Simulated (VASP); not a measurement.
A cell of CsBr (CsCl type) near equilibrium:

```xyz
2
Lattice="4.3221 0.0000 0.0000 0.0000 4.3221 0.0000 0.0000 0.0000 4.3221" Properties=species:S:1:pos:R:3 pbc="T T T"
Cs     0.0000     0.0000     0.0000
Br     2.1611     2.1611     2.1611
```

Method: r2SCAN meta-GGA, VASP's PBE PAW potentials (set 64) (plane waves; VASP).

Unless said otherwise, spin-orbit coupling is left out, though it shifts the bands of the heavy elements here.

```tsv
run	ΔE (meV/atom)	σxx	σyy	σzz	largest shear component, with its sign (GPa)	largest force (eV/Å)	gap (eV)
as it is	0.0	0.05	0.05	0.05	0.00	0.000	5.18
after one change	7.1	-0.32	-0.97	-0.97	0.00	0.000	4.85
```
Stress is in GPa, positive when the cell is compressed; gaps are those on the k-mesh, and 0.00 means metallic.

Problem. Which change was made?
A) biaxial strain of +1.5 % in the xy plane
B) uniaxial strain of +0.5 % along z
C) biaxial strain of +3.0 % in the yz plane
D) biaxial strain of -1.5 % in the xy plane

Solution. C, biaxial strain of +3.0 % in the yz plane

The compound is CsBr in the CsCl type structure.
